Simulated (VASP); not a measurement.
```yaml
crystal:
  lattice:
    - [0.00000, 2.29161, 2.29161]
    - [2.29161, 0.00000, 2.29161]
    - [2.29161, 2.29161, 0.00000]
  atoms:
    - { symbol: Na, position: [0.00000, 0.00000, 0.00000] }
    - { symbol: F, position: [0.50000, 0.50000, 0.50000] }
```

All values below come from PBEsol GGA, VASP's PBE PAW potentials (set 64) (plane waves; VASP). Settings: 520 eV cut-off, 10×10×10 Γ-centred mesh, Gaussian smearing of 0.050 eV, potentials Na_pv F.

Task: Predict the energy per atom (σ→0), pressure, band gap (on the k-mesh) with the smallest direct gap where there is one.

Result: 
- band gap (on the k-mesh) = 6.34 eV
- smallest direct gap (on the k-mesh) = 6.34 eV
- energy per atom (σ→0) = -4.382 eV/atom
- pressure = 1.57 GPa

Total energies compare only between runs with the same potentials, cut-off and functional.

The compound is NaF in the rock salt structure. This cell is one point of a volume scan, at 0.97 of the reference volume.
